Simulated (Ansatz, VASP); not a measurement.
## Sn2Ir: VASP beside Ansatz

```xyz
3
Lattice="0.0000 3.1795 3.1795 3.1795 0.0000 3.1795 3.1795 3.1795 0.0000" Properties=species:S:1:pos:R:3 pbc="T T T"
Sn    1.5898    1.5898    1.5898
Sn    4.7693    4.7693    4.7693
Ir    0.0000    0.0000    0.0000
```

Change from the starting cell: volume scaled by 1.01, crystal datasets.

Alike in both runs: task electric field gradients; functional LDA; k mesh 10 × 10 × 10; occupations fermi-dirac, width 0.03 eV; no spin polarisation.

|  | VASP | Ansatz |
| --- | --- | --- |
| version | VASP 6.6.1 | Ansatz 0.2.0 |
| potentials or method | VASP PAW LDA potentials, release 64 (Sn_d, Ir), cutoff 520 eV | all-electron PAW with datasets made for the crystal, scalar-relativistic |

|  | VASP | Ansatz | Ansatz less VASP |
| --- | --- | --- | --- |
| pressure (GPa) | -3.0 | -3.4 | -0.33 |
| Vzz of the field gradient on the site that differs most (V/Å²) | 0.0 | 0.0 | 0.00 |

Ansatz ran all-electron here, so the differences hold the error of VASP's frozen core and of both bases. Ansatz warned: «gradients_without_spin_orbit».

The runs have no spin-orbit coupling, so splittings on Ir are missing.
